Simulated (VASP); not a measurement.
Calculation: PBE GGA with D4 dispersion, VASP's PBE PAW potentials (set 64) (plane waves; VASP 6.6.1).

Input for VASP

POSCAR:
```
MoSi2
1
   -1.6234902992     1.6234902992     3.9820761346
    1.6234902992    -1.6234902992     3.9820761346
    1.6234902992     1.6234902992    -3.9820761346
Si Mo
2 1
Direct
  0.6652244102   0.6652244102   0.0000000000
  0.3347755898   0.3347755898   0.0000000000
  0.0000000000   0.0000000000   0.0000000000
```

File KPOINTS:
```
Automatic mesh
0
Gamma
13 13 13
0 0 0
```

INCAR:
```
ISIF = 4   ! ions and shape, fixed volume
IBRION = 2   ! conjugate gradients
SIGMA = 0.1
NSW = 30   ! most ionic steps
LREAL = .FALSE.   ! projection in real space or not
LCHARG = .FALSE.
GGA = PE   ! PBE
LASPH = .TRUE.
ENCUT = 520
EDIFF = 1E-7
ALGO = Normal   ! blocked Davidson
SYSTEM = MoSi2
PREC = Accurate
LWAVE = .FALSE.
EDIFFG = -0.01
ISMEAR = 1
NELM = 100   ! most electronic steps
IVDW = 13
LMAXMIX = 4   ! l cut-off of mixed one-centre charges
```

POTCAR, in this order: Si Mo_sv (PBE.64 set). Program: vasp_std.

Problem. What does the run give for the energy per atom (σ→0), dispersion energy, band gap (on the k-mesh)?

Solution. 
```json
{
  "energy per atom (σ→0)": "-8.278 eV/atom",
  "dispersion_energy": "-1.593 eV",
  "band gap (on the k-mesh)": "none (metal, semimetal or under 0.01 eV)"
}
```

**OSZICAR**
```
...
   3 F= -.24832618E+02 E0= -.24832548E+02  d E =-.140843E-02
       N       E                     dE             d eps       ncg     rms          rms(c)
DAV:   1    -0.232397580520E+02   -0.20754E-03   -0.73072E-03  6888   0.720E-01    0.599E-02
DAV:   2    -0.232396750852E+02    0.82967E-04   -0.26882E-04  7182   0.126E-01    0.310E-02
DAV:   3    -0.232396540671E+02    0.21018E-04   -0.60877E-05  7266   0.599E-02    0.111E-02
DAV:   4    -0.232396521594E+02    0.19077E-05   -0.90965E-06  7308   0.223E-02    0.430E-03
DAV:   5    -0.232396521368E+02    0.22523E-07   -0.50631E-07  6510   0.464E-03
   4 F= -.24832717E+02 E0= -.24832641E+02  d E =-.990042E-04
```

The compound is MoSi2 in the MoSi2 type structure. This cell is one point of a volume scan, at 1.06 of the reference volume. Symmetry was kept, so distortions that lower it aren't found.
